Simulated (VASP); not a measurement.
Level of theory: PBEsol GGA, VASP's PBE PAW potentials (set 64) (plane waves; VASP 6.6.1).

Input for VASP

INCAR:
```
! general
SYSTEM  = PbTe
PREC    = Accurate
ENCUT   = 500   ! plane-wave cut-off (eV)
LREAL   = F   ! projection in real space or not
LASPH   = T   ! aspherical one-centre terms

! electronic loop
EDIFF   = 1E-6   ! SCF stop (eV)
NELM    = 100
ALGO    = Normal
LMAXMIX = 4   ! l cut-off of mixed one-centre charges

! smearing
ISMEAR  = 0   ! Gaussian
SIGMA   = 0.05

! functional
GGA     = PS   ! PBEsol

! ions
IBRION  = 2   ! conjugate gradients
NSW     = 40
ISIF    = 3   ! ions, shape and volume
EDIFFG  = -0.02   ! ionic stop
PSTRESS = 300   ! kbar

! output
LWAVE   = F
LCHARG  = F
```

File KPOINTS:
```
Automatic mesh
0
Gamma
8 8 8
0 0 0
```

**POSCAR**
```
PbTe
1.0
  0.0000000000   2.8928078563   2.8928078563
  2.8928078563   0.0000000000   2.8928078563
  2.8928078563   2.8928078563   0.0000000000
Pb Te
1 1
Cart
  2.8928078563   5.7856157126   2.8928078563
  2.8928078563   2.8928078563   2.8928078563
```

POTCAR, in this order: Pb_d Te (PBE.64 set). Program: vasp_std.

What VASP printed:

### OSZICAR
```
       N       E                     dE             d eps       ncg     rms          rms(c)
DAV:   1     0.153868363729E+03    0.15387E+03   -0.94832E+03   812   0.147E+03
DAV:   2     0.349214721940E+01   -0.15038E+03   -0.14740E+03   824   0.358E+02
DAV:   3    -0.680492496055E+01   -0.10297E+02   -0.10206E+02  1082   0.979E+01
DAV:   4    -0.703288081687E+01   -0.22796E+00   -0.22787E+00   974   0.161E+01
DAV:   5    -0.704147254591E+01   -0.85917E-02   -0.85916E-02  1210   0.296E+00    0.868E+00
DAV:   6    -0.698333592022E+01    0.58137E-01   -0.83865E-02  1152   0.383E+00    0.537E+00
DAV:   7    -0.697196808575E+01    0.11368E-01   -0.62276E-02  1106   0.241E+00    0.456E-01
DAV:   8    -0.697035842630E+01    0.16097E-02   -0.10395E-02  1058   0.136E+00    0.266E-01
DAV:   9    -0.697042747577E+01   -0.69049E-04   -0.65673E-04   950   0.224E-01    0.756E-02
DAV:  10    -0.697042402580E+01    0.34500E-05   -0.13231E-05  1070   0.355E-02    0.234E-02
DAV:  11    -0.697042399143E+01    0.34363E-07   -0.32264E-06   916   0.145E-02
   1 F= 0.20952361E+01 E0= 0.20952362E+01  d E =0.209524E+01
```

File OUTCAR:
```
------------------------ aborting loop because EDIFF is reached ----------------------------------------
  FORCE on cell =-STRESS in cart. coord.  units (eV):
  Direction    XX          YY          ZZ          XY          YZ          ZX
  --------------------------------------------------------------------------------------
  Total        9.0332290      9.0332290      9.0332290      0.0000000      0.0000000     -0.0000000
  in kB      298.9267926    298.9267926    298.9267926      0.0000000      0.0000000     -0.0000000
  external PRESSURE =      -1.0732074 kB  Pullay stress =     300.0000000 kB
  volume of cell :       48.42
      direct lattice vectors                 reciprocal lattice vectors
     0.000000000  2.892807856  2.892807856    -0.172842451  0.172842451  0.172842451
     2.892807856  0.000000000  2.892807856     0.172842451 -0.172842451  0.172842451
     2.892807856  2.892807856  0.000000000     0.172842451  0.172842451 -0.172842451
  FREE ENERGIE OF THE ION-ELECTRON SYSTEM (eV)
  ---------------------------------------------------
  free  energy   TOTEN  =        -6.9704239914 eV

  energy  without entropy=       -6.9704238608  energy(sigma->0) =       -6.97042393
  enthalpy is  TOTEN    =         2.0952361250 eV   P V=        9.0656601164

 reached required accuracy - stopping structural energy minimisation
```
(Selected blocks of OUTCAR.)

The structure was generated: PbTe was put into the rock salt type (Fm-3m), which need not be its known phase. It was relaxed first under an external pressure of 30 GPa.
